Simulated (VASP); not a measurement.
# SbAs3 (Cmmm) in VASP: settings compared

Aim: see how the results for SbAs3 move with the level of theory and the settings. Levels: PBE, LDA. Tasks: relaxation of cell and atoms, relaxation of the atoms.

Everything below comes from runs of VASP 6.6.1. Logs are shortened: lines on timing, memory, paths and dates and some standing lists are left out, and cuts for length are marked.

### 1 Starting point

Symmetry: Cmmm, No. 65, orthorhombic system. Conventional cell: a = 3.596 Å, b = 5.114 Å, c = 10.225 Å, α = 90.00°, β = 90.00°, γ = 90.00°. Sb (site symmetry mmm) is surrounded by 4 As at 3.12 Å and 4 Sb at 3.13 Å. Around As (site symmetry mm2) lie 2 Sb at 3.12 Å and 6 As at 3.13 Å. Around As (site symmetry mmm) lie 8 As at 3.13 Å.

The cell was built by a generator and needn't be a form met in nature.

### 2 Relaxation of cell and atoms, PBE

The input, INCAR:

```
PREC = Accurate
ENCUT = 600
EDIFF = 1E-6
ISMEAR = 0
SIGMA = 0.05
LREAL = F
LASPH = T
NELM = 100
ALGO = Normal
ISIF = 3
LWAVE = F
LCHARG = F
GGA = PE
IBRION = 2
NSW = 60
EDIFFG = -0.01
```

The input, KPOINTS:

```
regular mesh
0
Gamma
  9 9 3
```

The input, POSCAR:

```
SbAs3
1.0
    1.7977990200     -2.5568802800      0.0000000000
    1.7977990200      2.5568802800      0.0000000000
    0.0000000000      0.0000000000     10.2254696800
Sb As
1 3
Direct
    0.0000000000      0.0000000000      0.0000000000
    0.5000000000      0.5000000000      0.7507200200
    0.0000000000      0.0000000000      0.5000000000
    0.5000000000      0.5000000000      0.2492799800
```

Potentials or basis: VASP PAW PBE potentials, release 64 (Sb, As).

The run is started by

```sh
$ cat potpaw_PBE.64/Sb/POTCAR potpaw_PBE.64/As/POTCAR > POTCAR
$ mpirun -np 1 vasp_std > vasp.out
```

OUTCAR:

```text
PREC = Accurate
   ENCUT = 600
   EDIFF = 1E-6
   ISMEAR = 0
   LREAL = F
   LASPH = T
   NELM = 100
   ISIF = 3
   GGA = PE
   IBRION = 2
   NSW = 60
   EDIFFG = -0.01

 ion  position               nearest neighbor table
   1  0.000  0.000  0.000-   2 3.12   4 3.12   2 3.12   4 3.12
   2  0.500  0.500  0.751-   1 3.12   1 3.12
   3  0.000  0.000  0.500-
   4  0.500  0.500  0.249-   1 3.12   1 3.12

  LATTYP: Found a base centered orthorhombic cell.
 ALAT       =     3.5955980400
 B/A-ratio  =     1.4222280976
 C/A-ratio  =     2.8438856530

  Lattice vectors:

 A1 = (   1.7977990200,  -2.5568802800,   0.0000000000)
 A2 = (   1.7977990200,   2.5568802800,   0.0000000000)
 A3 = (   0.0000000000,   0.0000000000,  10.2254696800)

Analysis of symmetry for initial positions (statically):
=====================================================================
 Subroutine PRICEL returns:
 Original cell was already a primitive cell.

 Routine SETGRP: Setting up the symmetry group for a
 base centered orthorhombic supercell.

 Subroutine GETGRP returns: Found  8 space group operations
 (whereof  8 operations were pure point group operations)
 out of a pool of  8 trial point group operations.

The static configuration has the point symmetry D_2h.

Analysis of symmetry for dynamics (positions and initial velocities):
=====================================================================
 Subroutine PRICEL returns:
 Original cell was already a primitive cell.

 Routine SETGRP: Setting up the symmetry group for a
 base centered orthorhombic supercell.

 Subroutine GETGRP returns: Found  8 space group operations
 (whereof  8 operations were pure point group operations)
 out of a pool of  8 trial point group operations.

The dynamic configuration has the point symmetry D_2h.

 Subroutine INISYM returns: Found  8 space group operations
 (whereof  8 operations are pure point group operations),
 and found     1 'primitive' translations

----------------------------------------------------------------------------------------

                                     Primitive cell

  volume of cell :      94.0080
[... 124 lines left out ...]
 conjugate gradient relaxation of ions
 non-spin polarized calculation
 Gauss-broadening in eV      SIGMA  =   0.05
  energy-cutoff  :      600.00
  volume of cell :       94.01
 maximum number of plane-waves:      3157
 NGX is ok and might be reduce to    28
   NGX = 13   NGY = 13   NGZ = 41

--------------------------------------- Ionic step        1  -------------------------------------------

 number of electron      19.9999998 magnetization

 Free energy of the ion-electron system (eV)
  ---------------------------------------------------
  ext. energy  EPLUGINS =         0.00000000
  ---------------------------------------------------
  free energy    TOTEN  =       -16.19909336 eV

  energy without entropy =      -16.19697239  energy(sigma->0) =      -16.19803287

------------------------ aborting loop because EDIFF is reached ----------------------------------------

  FORCE on cell =-STRESS in cart. coord.  units (eV):
  Direction    XX          YY          ZZ          XY          YZ          ZX
  --------------------------------------------------------------------------------------
  -------------------------------------------------------------------------------------
  Total       -3.2546100     -3.9805497     -3.1023182     -0.0000000      0.0000000      0.0000000
  in kB      -55.4682856    -67.8404691    -52.8727787     -0.0000000      0.0000000      0.0000000
  external PRESSURE =     -58.7271778 kB  Pullay stress =       0.0000000 kB
[... 95 lines left out ...]
  FREE ENERGIE OF THE ION-ELECTRON SYSTEM (eV)
  ---------------------------------------------------
  free  energy   TOTEN  =       -16.3950179404 eV

  energy  without entropy=      -16.3933683528  energy(sigma->0) =      -16.39419315

[... ionic steps 4 to 14 ...]

--------------------------------------- Ionic step       15  -------------------------------------------

 number of electron      20.0000001 magnetization

------------------------ aborting loop because EDIFF is reached ----------------------------------------
[... 71 lines left out ...]
--------------------------------------- Ionic step       17  -------------------------------------------

 number of electron      20.0000000 magnetization

 Free energy of the ion-electron system (eV)
  ---------------------------------------------------
  ext. energy  EPLUGINS =         0.00000000
  ---------------------------------------------------
  free energy    TOTEN  =       -16.49616834 eV

  energy without entropy =      -16.49349885  energy(sigma->0) =      -16.49483359

 E-fermi :   6.8900     XC(G=0): -10.5405

 val. band max:        6.8788248069   @ k =   0.4444   0.1111   0.3333
 cond. band min:       6.9056374121   @ k =   0.2222   0.2222   0.3333
 fundamental gap:      0.0268126052
 Fermi energy:         6.8900057766

 k-point     1 :       0.0000    0.0000    0.0000
  band No.  band energies     occupation
      1      -7.5328      2.00000
      2      -6.0258      2.00000
      3      -5.7580      2.00000
      4      -2.9404      2.00000
      5       0.8745      2.00000
      6       6.3605      2.00000
      7       6.5097      2.00000
      8       8.2375      0.00000
      9       9.7021      0.00000
     10      10.5755      0.00000
     11      10.8196      0.00000
     12      11.2392      0.00000
     13      11.6583      0.00000
     14      12.4318      0.00000
[... 377 lines left out ...]
      1      -3.3431      2.00000
      2      -2.1938      2.00000
      3      -1.2642      2.00000
      4       0.5071      2.00000
      5       0.9493      2.00000
      6       2.2421      2.00000
      7       2.5331      2.00000
      8       4.3939      2.00000
      9       4.6410      2.00000
     10       5.0600      2.00000
     11       5.0865      2.00000
     12       5.1518      2.00000
     13       7.8465      0.00000
     14       8.8284      0.00000

 [... further k-points ...]

------------------------ aborting loop because EDIFF is reached ----------------------------------------

  FORCE on cell =-STRESS in cart. coord.  units (eV):
  Direction    XX          YY          ZZ          XY          YZ          ZX
  --------------------------------------------------------------------------------------
  -------------------------------------------------------------------------------------
  Total       -0.0055576     -0.0133236      0.0343549     -0.0000000      0.0000000      0.0000000
  in kB       -0.1045920     -0.2507464      0.6465489     -0.0000000      0.0000000      0.0000000
  external PRESSURE =       0.0970702 kB  Pullay stress =       0.0000000 kB
[... 19 lines left out ...]
  FREE ENERGIE OF THE ION-ELECTRON SYSTEM (eV)
  ---------------------------------------------------
  free  energy   TOTEN  =       -16.4961683363 eV

  energy  without entropy=      -16.4934988482  energy(sigma->0) =      -16.49483359

 reached required accuracy - stopping structural energy minimisation
```

OSZICAR:

```text
N       E                     dE             d eps       ncg     rms          rms(c)
DAV:   1     0.870940723869E+02    0.87094E+02   -0.82882E+03  1400   0.131E+03
DAV:   2    -0.979550604637E+01   -0.96890E+02   -0.93808E+02  1862   0.180E+02
DAV:   3    -0.161114319974E+02   -0.63159E+01   -0.61163E+01  1760   0.488E+01
[... 130 lines left out ...]
       N       E                     dE             d eps       ncg     rms          rms(c)
DAV:   1    -0.164961880229E+02   -0.62638E-04   -0.38162E-03  1400   0.356E-01    0.308E-02
DAV:   2    -0.164961806602E+02    0.73626E-05   -0.18949E-04  1868   0.826E-02    0.178E-02
DAV:   3    -0.164961691399E+02    0.11520E-04   -0.16920E-05  1470   0.231E-02    0.491E-03
DAV:   4    -0.164961683363E+02    0.80356E-06   -0.22318E-06   822   0.858E-03
  17 F= -.16496168E+02 E0= -.16494834E+02  d E =-.430269E-04
```

Wall time 14 min (1 thread of Intel Xeon Platinum 8259CL at 2.50GHz (Skylake/Cascade Lake), shared host); peak memory 0.3 GiB.

What came out:

* Free energy: -16.4962 eV
* Relaxed volume: 21.28 Å³/atom
* Relaxed cell: a = 3.025 Å, b = 3.025 Å, c = 9.858 Å, α = 90.00°, β = 90.00°, γ = 109.34°
* Space group after relaxing (to 0.05 Å): Cmmm (No. 65)
* Energy gained by relaxing: 74.3 meV/atom
* Ionic steps: 17
* Pressure after relaxing: 0.0 GPa
* Largest force after relaxing: 0.007 eV/Å

Forces in eV/Å, atoms in the order of the input:
```
Sb   0.000  0.000  0.000
As   0.000  0.000  0.007
As   0.000  0.000  0.000
As   0.000  0.000 -0.007
```

The path:
| step | energy change (eV) | largest force (eV/Å) | pressure (GPa) | volume (Å³) |
| --- | --- | --- | --- | --- |
| 1 | 0.0000 | 0.4350 | -5.87 | 94.01 |
| 2 | -0.1826 | 0.5793 | 2.46 | 82.76 |
| 3 | -0.1959 | 0.5494 | 0.37 | 84.85 |
| 4 | -0.2232 | 0.4694 | 0.34 | 84.73 |
| 5 | -0.2760 | 0.2161 | 0.55 | 84.38 |
| 6 | -0.2419 | 0.2420 | 2.17 | 83.66 |
| 7 | -0.2847 | 0.0119 | 0.96 | 84.11 |
| 8 | -0.2883 | 0.0017 | -1.45 | 87.01 |
| 9 | -0.2949 | 0.0130 | -0.45 | 85.64 |
| 10 | -0.2962 | 0.0146 | 0.39 | 84.79 |
| 11 | -0.2969 | 0.0223 | 0.04 | 85.13 |
| 12 | -0.2969 | 0.0223 | 0.04 | 85.14 |
| 13 | -0.2969 | 0.0225 | -0.01 | 85.18 |
| 14 | -0.2969 | 0.0225 | 0.02 | 85.15 |
| 15 | -0.2970 | 0.0139 | -0.04 | 85.21 |
| 16 | -0.2970 | 0.0102 | -0.07 | 85.23 |
| 17 | -0.2971 | 0.0067 | 0.01 | 85.13 |

Final structure:
```
Sb As
1.0
     1.74956   -2.46809    0.00000
     1.74956    2.46809    0.00000
     0.00000    0.00000    9.85776
Sb As
1 3
Direct
  0.00000 0.00000 0.00000
  0.50000 0.50000 0.73066
  0.00000 0.00000 0.50000
  0.50000 0.50000 0.26934
```

Caveat: the bands computed are all filled at some k points, so no gap is given.

### 3 Relaxation of the atoms, LDA

The input, INCAR:

```
  PREC = Accurate
  ENCUT = 520
  EDIFF = 1E-6
  ISMEAR = 0
  SIGMA = 0.05
  LREAL = F
  LASPH = T
  NELM = 80
  ALGO = Normal
  ISIF = 2
  LWAVE = F
  LCHARG = F
  IBRION = 2
  NSW = 40
  EDIFFG = -0.01
```

The input, KPOINTS:

```
Automatic mesh
0
Gamma
  9 9 3
```

POSCAR is that of step 2.

Potentials or basis: VASP PAW LDA potentials, release 64 (Sb, As).

The run is started by

```sh
$ cat potpaw_LDA.64/Sb/POTCAR potpaw_LDA.64/As/POTCAR > POTCAR
$ mpirun -np 1 vasp_std > vasp.out
```

OUTCAR:

```text
PREC = Accurate
   ENCUT = 520
   EDIFF = 1E-6
   ISMEAR = 0
   LREAL = F
   LASPH = T
   NELM = 80
   ISIF = 2
   IBRION = 2
   NSW = 40
   EDIFFG = -0.01

 ion  position               nearest neighbor table
   1  0.000  0.000  0.000-   2 3.12   4 3.12   2 3.12   4 3.12
   2  0.500  0.500  0.751-   1 3.12   1 3.12
   3  0.000  0.000  0.500-
   4  0.500  0.500  0.249-   1 3.12   1 3.12

  LATTYP: Found a base centered orthorhombic cell.
 ALAT       =     3.5955980400
 B/A-ratio  =     1.4222280976
 C/A-ratio  =     2.8438856530

  Lattice vectors:

 A1 = (   1.7977990200,  -2.5568802800,   0.0000000000)
 A2 = (   1.7977990200,   2.5568802800,   0.0000000000)
 A3 = (   0.0000000000,   0.0000000000,  10.2254696800)

Analysis of symmetry for initial positions (statically):
=====================================================================
 Subroutine PRICEL returns:
 Original cell was already a primitive cell.

 Routine SETGRP: Setting up the symmetry group for a
 base centered orthorhombic supercell.

 Subroutine GETGRP returns: Found  8 space group operations
 (whereof  8 operations were pure point group operations)
 out of a pool of  8 trial point group operations.

The static configuration has the point symmetry D_2h.

Analysis of symmetry for dynamics (positions and initial velocities):
=====================================================================
 Subroutine PRICEL returns:
 Original cell was already a primitive cell.
[... 318 lines left out ...]
  ext. energy  EPLUGINS =         0.00000000
  ---------------------------------------------------
  free energy    TOTEN  =       -19.04596309 eV

  energy without entropy =      -19.04311918  energy(sigma->0) =      -19.04454114

 E-fermi :   5.6945     XC(G=0): -10.2142

 val. band max:        5.6883713113   @ k =   0.3333   0.3333   0.0000
 cond. band min:       5.7041610853   @ k =   0.2222   0.2222   0.3333
 fundamental gap:      0.0157897740
 Fermi energy:         5.6944584106

 k-point     1 :       0.0000    0.0000    0.0000
  band No.  band energies     occupation
      1      -8.4944      2.00000
      2      -6.7162      2.00000
      3      -6.0132      2.00000
      4      -3.7906      2.00000
      5       0.5260      2.00000
      6       4.8629      2.00000
      7       5.4750      2.00000
      8       6.2137      0.00000
      9       8.0466      0.00000
     10       8.7596      0.00000
     11       9.4959      0.00000
     12       9.7409      0.00000
     13       9.8654      0.00000
     14      10.5623      0.00000
[... 377 lines left out ...]
      1      -4.9447      2.00000
      2      -3.5158      2.00000
      3      -2.2502      2.00000
      4      -0.9943      2.00000
      5       0.0299      2.00000
      6       1.6012      2.00000
      7       1.7795      2.00000
      8       2.8646      2.00000
      9       3.4567      2.00000
     10       4.3819      2.00000
     11       4.4212      2.00000
     12       4.5455      2.00000
     13       6.4774      0.00000
     14       7.5078      0.00000

 [... further k-points ...]

------------------------ aborting loop because EDIFF is reached ----------------------------------------

  FORCE on cell =-STRESS in cart. coord.  units (eV):
  Direction    XX          YY          ZZ          XY          YZ          ZX
  --------------------------------------------------------------------------------------
  -------------------------------------------------------------------------------------
  Total       -4.5550013     -4.8518661     -5.2456896     -0.0000000      0.0000000      0.0000000
  in kB      -77.6308412    -82.6903051    -89.4022350     -0.0000000      0.0000000      0.0000000
  external PRESSURE =     -83.2411271 kB  Pullay stress =       0.0000000 kB
[... 19 lines left out ...]
  FREE ENERGIE OF THE ION-ELECTRON SYSTEM (eV)
  ---------------------------------------------------
  free  energy   TOTEN  =       -19.0459630945 eV

  energy  without entropy=      -19.0431191811  energy(sigma->0) =      -19.04454114

 reached required accuracy - stopping structural energy minimisation
```

OSZICAR:

```text
N       E                     dE             d eps       ncg     rms          rms(c)
DAV:   1     0.800537151384E+02    0.80054E+02   -0.75648E+03  1400   0.116E+03
DAV:   2    -0.126280571503E+02   -0.92682E+02   -0.89522E+02  1904   0.170E+02
DAV:   3    -0.187850769995E+02   -0.61570E+01   -0.59419E+01  1700   0.478E+01
[... 42 lines left out ...]
DAV:   5    -0.190459939881E+02    0.85063E-03   -0.35530E-03  1484   0.322E-01    0.472E-02
DAV:   6    -0.190459744840E+02    0.19504E-04   -0.44041E-04  1926   0.123E-01    0.254E-02
DAV:   7    -0.190459652866E+02    0.91974E-05   -0.47497E-05  1500   0.420E-02    0.145E-02
DAV:   8    -0.190459631416E+02    0.21450E-05   -0.13339E-05  1678   0.192E-02    0.440E-03
DAV:   9    -0.190459630945E+02    0.47099E-07   -0.10280E-06   794   0.652E-03
   5 F= -.19045963E+02 E0= -.19044541E+02  d E =-.169155E+00
```

It took 3.1 min on 1 thread of Intel Xeon Platinum 8259CL at 2.50GHz (Skylake/Cascade Lake), shared host; peak memory 0.21 GiB.

Results:

- Free energy: -19.0460 eV
- Energy gained by relaxing: 42.3 meV/atom
- Ionic steps: 5
- Pressure after relaxing: -8.3 GPa
- Largest force after relaxing: 0.007 eV/Å

Forces on the atoms (eV/Å):
```
Sb   0.000  0.000  0.000
As   0.000  0.000  0.007
As   0.000  0.000  0.000
As   0.000  0.000 -0.007
```

The path:
```tsv
step	energy change (eV)	largest force (eV/Å)	pressure (GPa)
1	0.0000	0.4132	-10.00
2	-0.0160	0.3897	-10.08
3	-0.0584	0.3186	-10.23
4	-0.1193	0.1810	-10.08
5	-0.1692	0.0070	-8.32
```

Final structure:
```cif
data_structure
_symmetry_space_group_name_H-M 'P 1'
_symmetry_Int_Tables_number 1
_cell_length_a 3.1257
_cell_length_b 3.1257
_cell_length_c 10.2255
_cell_angle_alpha 90.000
_cell_angle_beta 90.000
_cell_angle_gamma 109.776
_cell_volume 94.01
loop_
_atom_site_label
_atom_site_type_symbol
_atom_site_fract_x
_atom_site_fract_y
_atom_site_fract_z
_atom_site_occupancy
Sb1 Sb 0.00000 0.00000 0.00000 1
As1 As 0.50000 0.50000 0.70783 1
As2 As 0.00000 0.00000 0.50000 1
As3 As 0.50000 0.50000 0.29217 1
```

Levels at points of the mesh, in eV from the Fermi level:
```tsv
k point	band 6	band 7	band 8	band 9	band 10	band 11	band 12	band 13	band 14
(0.00, 0.00, 0.00)	-0.83	-0.22	0.52	2.35	3.07	3.80	4.05	4.17	4.87
```

Caveat: the bands computed are all filled at some k points, so no gap is given.
